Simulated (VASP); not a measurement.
Consider the following.

```xyz
1
Lattice="-2.0675 2.0675 2.0675 2.0675 -2.0675 2.0675 2.0675 2.0675 -2.0675" Properties=species:S:1:pos:R:3 pbc="T T T"
Na     0.0000     0.0000     0.0000
```

Method: r2SCAN+rVV10, VASP's PBE PAW potentials (set 64) (plane waves; VASP). Settings: 520 eV cut-off, 12×12×12 Γ-centred mesh, first-order Methfessel-Paxton smearing of 0.10 eV, potentials Na_pv.

What does the run give for the energy per atom (σ→0), band gap (on the k-mesh) with the smallest direct gap where there is one?

| Quantity | Result |
|---|---|
| band gap (on the k-mesh) | none (metal, semimetal or under 0.01 eV) |
| energy per atom (σ→0) | -3.272 eV/atom |

Total energies compare only between runs with the same potentials, cut-off and functional.

The compound is Na in the bcc structure. This cell is one point of a volume scan, at 0.94 of the reference volume.
